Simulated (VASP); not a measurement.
Level of theory: PBE GGA, VASP's PBE PAW potentials (set 64) (plane waves; VASP).

VASP ran on this input.

**INCAR**
```
SYSTEM = Er
PREC = Accurate; ENCUT = 400; LREAL = F
LASPH = T
EDIFF = 1E-6; NELM = 100; ALGO = Normal
IMIX = 1; AMIX = 0.2; BMIX = 0.0001
LMAXMIX = 6
ISMEAR = 1; SIGMA = 0.1
GGA = PE
ISIF = 2
LWAVE = F; LCHARG = F
```

**POSCAR**
```
Er
3.560
  0.5000000000  -0.8660252809   0.0000000000
  0.5000000000   0.8660252809   0.0000000000
  0.0000000000   0.0000000000   1.5702247191
Er
2
Cartesian
  0.5000000000   0.2886756710   0.3925561798
  0.5000000000  -0.2886756710   1.1776685393
```

**KPOINTS**
```
kpoints
0
G
  11 11 6
0 0 0
```

POTCAR, in this order: Er_3 (PBE.64 set). Program: vasp_std.

What VASP printed:

### OUTCAR
```
 ion  position               nearest neighbor table
   1  0.333  0.667  0.250-   2 3.47   2 3.47   2 3.47   2 3.47   2 3.47   2 3.47
   2  0.667  0.333  0.750-   1 3.47   1 3.47   1 3.47   1 3.47   1 3.47   1 3.47
  LATTYP: Found a hexagonal cell.
 ALAT       =     3.5599996211
 C/A-ratio  =     1.5702248862
 Subroutine PRICEL returns:
 Original cell was already a primitive cell.
 Subroutine GETGRP returns: Found 24 space group operations
The static configuration has the point symmetry D_3d.
 The point group associated with its full space group is D_6h.
The dynamic configuration has the point symmetry D_3d.
 Subroutine INISYM returns: Found 24 space group operations
 Subroutine IBZKPT returns following result:
 Found     64 irreducible k-points:

 Following reciprocal coordinates:
            Coordinates               Weight
  0.000000  0.000000  0.000000      1.000000
  0.090909 -0.000000  0.000000      6.000000
  0.181818  0.000000  0.000000      6.000000
  0.272727 -0.000000  0.000000      6.000000
  0.363636 -0.000000  0.000000      6.000000
  0.454545 -0.000000  0.000000      6.000000
  0.090909  0.090909  0.000000      6.000000
...
```

OSZICAR:
```
       N       E                     dE             d eps       ncg     rms          rms(c)
DAV:   1     0.379632482827E+02    0.37963E+02   -0.79164E+03  2940   0.117E+03
DAV:   2    -0.680536149997E+01   -0.44769E+02   -0.43667E+02  2791   0.468E+02
DAV:   3    -0.890011034515E+01   -0.20947E+01   -0.19541E+01  2964   0.515E+01
DAV:   4    -0.898838685476E+01   -0.88277E-01   -0.87694E-01  2951   0.101E+01
DAV:   5    -0.899438403804E+01   -0.59972E-02   -0.48958E-02  2844   0.204E+00    0.245E+01
DAV:   6    -0.898963245222E+01    0.47516E-02   -0.12485E-02  2814   0.202E+00    0.196E+01
DAV:   7    -0.898901025400E+01    0.62220E-03   -0.66113E-03  2797   0.152E+00    0.156E+01
DAV:   8    -0.899035154718E+01   -0.13413E-02   -0.29313E-03  2773   0.109E+00    0.125E+01
DAV:   9    -0.899210068308E+01   -0.17491E-02   -0.14784E-03  2732   0.771E-01    0.997E+00
DAV:  10    -0.899368035379E+01   -0.15797E-02   -0.79888E-04  2738   0.574E-01    0.796E+00
DAV:  11    -0.899493248730E+01   -0.12521E-02   -0.42133E-04  2690   0.423E-01    0.636E+00
DAV:  12    -0.899586125910E+01   -0.92877E-03   -0.22656E-04  2673   0.315E-01    0.508E+00
DAV:  13    -0.899652443688E+01   -0.66318E-03   -0.12491E-04  2646   0.237E-01    0.405E+00
DAV:  14    -0.899698667281E+01   -0.46224E-03   -0.69205E-05  2654   0.180E-01    0.324E+00
DAV:  15    -0.899730366828E+01   -0.31700E-03   -0.39252E-05  2639   0.137E-01    0.258E+00
DAV:  16    -0.899751863067E+01   -0.21496E-03   -0.22540E-05  2642   0.105E-01    0.206E+00
DAV:  17    -0.899766324582E+01   -0.14462E-03   -0.13202E-05  2558   0.815E-02    0.165E+00
DAV:  18    -0.899775998594E+01   -0.96740E-04   -0.80384E-06  2574   0.639E-02    0.132E+00
DAV:  19    -0.899782442171E+01   -0.64436E-04   -0.47560E-06  2425   0.501E-02    0.105E+00
DAV:  20    -0.899786718785E+01   -0.42766E-04   -0.30550E-06  2141   0.410E-02    0.839E-01
DAV:  21    -0.899789542934E+01   -0.28241E-04   -0.16709E-06  1567   0.357E-02    0.669E-01
DAV:  22    -0.899791412298E+01   -0.18694E-04   -0.25957E-06  1450   0.341E-02    0.535E-01
DAV:  23    -0.899792652582E+01   -0.12403E-04   -0.20895E-06  1417   0.267E-02    0.427E-01
DAV:  24    -0.899793478140E+01   -0.82556E-05   -0.16347E-06  1355   0.240E-02    0.341E-01
DAV:  25    -0.899794024046E+01   -0.54591E-05   -0.97352E-07  1376   0.178E-02    0.272E-01
DAV:  26    -0.899794384638E+01   -0.36059E-05   -0.61639E-07  1278   0.182E-02    0.217E-01
DAV:  27    -0.899794622083E+01   -0.23744E-05   -0.41995E-07  1023   0.186E-02    0.173E-01
DAV:  28    -0.899794779875E+01   -0.15779E-05   -0.44018E-07  1037   0.184E-02    0.138E-01
DAV:  29    -0.899794885594E+01   -0.10572E-05   -0.43482E-07  1030   0.183E-02    0.111E-01
DAV:  30    -0.899794956242E+01   -0.70648E-06   -0.33926E-07   998   0.163E-02
   1 F= -.89979496E+01 E0= -.89988856E+01  d E =0.280800E-02
```

**OUTCAR**
```
------------------------ aborting loop because EDIFF is reached ----------------------------------------
  FORCE on cell =-STRESS in cart. coord.  units (eV):
  Direction    XX          YY          ZZ          XY          YZ          ZX
  --------------------------------------------------------------------------------------
  Total        0.2063247      0.2063246     -0.1767245      0.0000000      0.0000000     -0.0000000
  in kB        5.3878979      5.3878963     -4.6149287      0.0000000      0.0000000     -0.0000000
  external PRESSURE =       2.0536218 kB  Pullay stress =       0.0000000 kB
  volume of cell :       61.35
      direct lattice vectors                 reciprocal lattice vectors
     1.780000000 -3.083050000  0.000000000     0.280898876 -0.162177065  0.000000000
     1.780000000  3.083050000  0.000000000     0.280898876  0.162177065  0.000000000
     0.000000000  0.000000000  5.590000000     0.000000000  0.000000000  0.178890877
 POSITION                                       TOTAL-FORCE (eV/Angst)
 -----------------------------------------------------------------------------------
      1.78000      1.02769      1.39750         0.000000     -0.000000      0.000000
      1.78000     -1.02769      4.19250        -0.000000      0.000000      0.000000
 -----------------------------------------------------------------------------------
    total drift:                               -0.000002      0.000087     -0.000012
  FREE ENERGIE OF THE ION-ELECTRON SYSTEM (eV)
  ---------------------------------------------------
  free  energy   TOTEN  =        -8.9979495624 eV

  energy  without entropy=       -9.0007575628  energy(sigma->0) =       -8.99888556
```
(Selected blocks of OUTCAR.)

The 4f electrons are frozen in the core of the lanthanide potential, so 4f levels, which can set the real gap, and their magnetism are missing.

The compound is Er in the hcp structure. The cell was not relaxed at this level. The run is one of a series of settings (AMIX = 0.2, BMIX = 0.0001, IMIX = 1 against the base run), some of them coarse on purpose.
